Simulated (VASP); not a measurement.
Energy against volume of SrTe (rock salt). Computed with r2SCAN meta-GGA, VASP's PBE PAW potentials (set 64) (plane waves; VASP 6.6.1). Run with 520 eV cut-off, 7×7×7 Γ-centred mesh, Gaussian smearing of 0.050 eV, potentials Sr_sv Te.

| V (Å³/atom) | E (eV/atom) |
|---|---|
| 36.659 | -22.29459 |
| 37.793 | -22.29860 |
| 38.927 | -22.29518 |
| 40.061 | -22.28541 |

Question: Fit these four points and predict the energy of the run at 35.525 Å³/atom.

Answer: A cubic in V^(−2/3), the third-order Birch-Murnaghan form, passes through the four points with V0 = 37.81 Å³/atom and B0 = 35 GPa, and gives -22.2819 eV/atom there. The run gave -22.2819 eV/atom, +0.0 meV/atom from the fit; all five points give B0 = 35 GPa.

The compound is SrTe in the rock salt structure. It was relaxed first.
